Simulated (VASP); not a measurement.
All values below come from PBE GGA, VASP's PBE PAW potentials (set 64) (plane waves; VASP 6.6.1).

A VASP calculation is set up with these files.

File POSCAR:
```
BAu
5.8366520
  0.5000000000   0.0000000000   0.0000000000
  0.0000000000   0.5000000000   0.0000000000
  0.0000000000   0.0000000000   0.5000000000
Au B
1 1
Cartesian
  0.0000000000   0.0000000000   0.0000000000
  0.2500000000   0.2500000000   0.2500000000
```

File KPOINTS:
```
Automatic
0
G
 6 6 6
```

INCAR:
```
! general
SYSTEM  = BAu
PREC    = Accurate
ENCUT   = 400   ! plane-wave cut-off (eV)
LREAL   = .False.   ! projection in real space or not
LASPH   = .True.   ! aspherical one-centre terms

! electronic loop
EDIFF   = 1E-6   ! SCF stop (eV)
NELM    = 100   ! most electronic steps
ALGO    = Normal   ! blocked Davidson
LMAXMIX = 6

! smearing
ISMEAR  = -1   ! Fermi-Dirac
SIGMA   = 0.1   ! width (eV)

! functional
GGA     = PE   ! PBE

! ions
ISIF    = 2   ! forces and stress, cell fixed

! output
LWAVE   = .False.
LCHARG  = .False.
```

POTCAR, in this order: Au B (PBE.64 set). Program: vasp_std.

At this cut-off the stress carries a Pulay error, which pulls relaxed volumes low. Gaps are read on the run's mesh, which can miss a band edge. Unless said otherwise, spin-orbit coupling is left out, though it shifts the bands of the heavy elements here.

### Question
What does the run give for the energy per atom (σ→0), band gap (on the k-mesh)?

### Answer

energy per atom (σ→0): -3.634 eV/atom
band gap (on the k-mesh): none (metal, semimetal or under 0.01 eV)

File OSZICAR:
```
...
DAV:   7    -0.729433538484E+01    0.69219E-01   -0.34766E-01   458   0.616E+00    0.564E+00
DAV:   8    -0.728200914130E+01    0.12326E-01   -0.37890E-02   467   0.159E+00    0.536E-01
DAV:   9    -0.727972131608E+01    0.22878E-02   -0.64137E-03   458   0.830E-01    0.138E-01
DAV:  10    -0.727961097843E+01    0.11034E-03   -0.79797E-04   470   0.228E-01    0.454E-02
DAV:  11    -0.727961097323E+01    0.52023E-08   -0.20227E-05   479   0.455E-02    0.917E-03
DAV:  12    -0.727960993451E+01    0.10387E-05   -0.20684E-06   475   0.108E-02    0.262E-03
DAV:  13    -0.727960978045E+01    0.15406E-06   -0.41975E-07   259   0.600E-03
   1 F= -.72796098E+01 E0= -.72672190E+01  d E =-.247816E-01
```

The structure was generated: BAu was put into an ordered model structure, which need not be its known phase. The cell was not relaxed at this level. The k-mesh is coarse (spacing up to 0.36 per Å, 2π included), so the numbers may not be converged in it. The run is one of a series of settings (KPOINTS 6×6×6 Γ-centred mesh against the base run), some of them coarse on purpose.
